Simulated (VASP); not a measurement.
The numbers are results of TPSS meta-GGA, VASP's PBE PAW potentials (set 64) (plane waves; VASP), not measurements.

A VASP calculation is set up with these files.

### POSCAR
```
MgSe
1
    0.0000000000     2.7739391354     2.7739391354
    2.7739391354     0.0000000000     2.7739391354
    2.7739391354     2.7739391354     0.0000000000
Mg Se
1 1
Direct
  0.0000000000   0.0000000000   0.0000000000
  0.5000000000   0.5000000000   0.5000000000
```

### INCAR
```
SYSTEM = MgSe
PREC = Accurate
ENCUT = 520
EDIFF = 1E-7
NELM = 100
ALGO = Normal
LREAL = .FALSE.
LASPH = .TRUE.
ISMEAR = 0
SIGMA = 0.05
METAGGA = TPSS
LMIXTAU = .TRUE.
LMAXMIX = 4
LWAVE = .FALSE.
LCHARG = .FALSE.
ISIF = 2
```

**KPOINTS**
```
K-points
0
Gamma
 8 8 8
```

POTCAR, in this order: Mg Se (PBE.64 set). Program: vasp_std.

**Question.** Estimate the energy per atom (σ→0), pressure, band gap (on the k-mesh).

**Answer.** 
```json
{
  "energy per atom (σ→0)": "-9.880 eV/atom",
  "band gap (on the k-mesh)": "2.00 eV",
  "pressure": "-1.78 GPa"
}
```

OSZICAR:
```
...
DAV:  18    -0.197590963361E+02   -0.11413E-04   -0.21814E-05   472   0.536E-02    0.423E-02
DAV:  19    -0.197590916551E+02    0.46810E-05   -0.98296E-06   528   0.328E-02    0.494E-02
DAV:  20    -0.197590670861E+02    0.24569E-04   -0.56312E-05   488   0.394E-02    0.179E-02
DAV:  21    -0.197590651168E+02    0.19693E-05   -0.69935E-06   584   0.183E-02    0.770E-03
DAV:  22    -0.197590643673E+02    0.74950E-06   -0.24398E-06   504   0.818E-03    0.190E-03
DAV:  23    -0.197590640913E+02    0.27598E-06   -0.31501E-07   544   0.394E-03    0.196E-04
DAV:  24    -0.197590641427E+02   -0.51395E-07   -0.11814E-08   232   0.119E-03
   1 F= -.19759064E+02 E0= -.19759064E+02  d E =-.419379E-15
```

The compound is MgSe in the rock salt structure. This cell is one point of a volume scan, at 1.03 of the reference volume.
